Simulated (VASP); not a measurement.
Wanted: the native input for a VASP 6.6.1 run.

```yaml
Task: relaxation of cell and atoms
Functional: PBE
Potentials_or_basis: VASP PAW PBE potentials, release 64 (Sb, Pd)
Cutoff: 600 eV
k_mesh: 10 × 10 × 10
Occupations: gaussian, width 0.1 eV
Spin: no spin polarisation
Dipole_correction: no
Further_INCAR_settings: ALGO = Fast; EDIFF = 1e-07; IBRION = 2; EDIFFG = -0.01; NSW = 100; ISIF = 3
```

The structure of SbPd4 lies in POSCAR:

```
SbPd4
1.0
   -2.9599755397      2.9599755397      2.9599755397
    2.9599755397     -2.9599755397      2.9599755397
    2.9599755397      2.9599755397     -2.9599755397
Sb Pd
1 4
Direct
    0.0000000000      0.0000000000      0.0000000000
    0.5000000000      0.5000000000      0.5000000000
    0.5000000000      0.0000000000      0.0000000000
    0.0000000000      0.0000000000      0.5000000000
    0.0000000000      0.5000000000      0.0000000000
```

The cell was built by a generator and needn't be a form met in nature.

The cell isn't the ideal one: species swapped into the Hg4Pt type (Im-3m, No. 229).

These files were run (other wordings do the same):

INCAR

```
SYSTEM = SbPd4
PREC = Accurate ; ENCUT = 600
EDIFF = 1E-7 ; ISMEAR = 0
SIGMA = 0.1 ; LREAL = .False.
LASPH = .True. ; NELM = 80
ALGO = Fast ; ISIF = 3
LWAVE = .False. ; LCHARG = .False.
GGA = PE ; IBRION = 2
NSW = 100 ; EDIFFG = -0.01
```

KPOINTS

```
regular mesh
0
Gamma
  10 10 10
  0 0 0
```

Potentials or basis: VASP PAW PBE potentials, release 64 (Sb, Pd).

The run is started by

```sh
$ cat potpaw_PBE.64/Sb/POTCAR potpaw_PBE.64/Pd/POTCAR > POTCAR
$ mpirun -np 1 vasp_std > vasp.out
```

Results of the run:

- Relaxed volume: 20.80 Å³/atom
- Relaxed cell: a = 5.131 Å, b = 5.131 Å, c = 5.131 Å, α = 109.47°, β = 109.47°, γ = 109.47°
- Space group after relaxing (to 0.05 Å): Im-3m (No. 229)
- Energy gained by relaxing: 0.0 meV/atom
- Ionic steps: 3
- Pressure after relaxing: 0.0 GPa
- Band gap on the k mesh: none (metal or under the smearing width)

Run time: 4.2 min on 1 thread of AMD EPYC 9R45 (Zen 5), with other jobs on the host, peak memory 0.33 GiB.
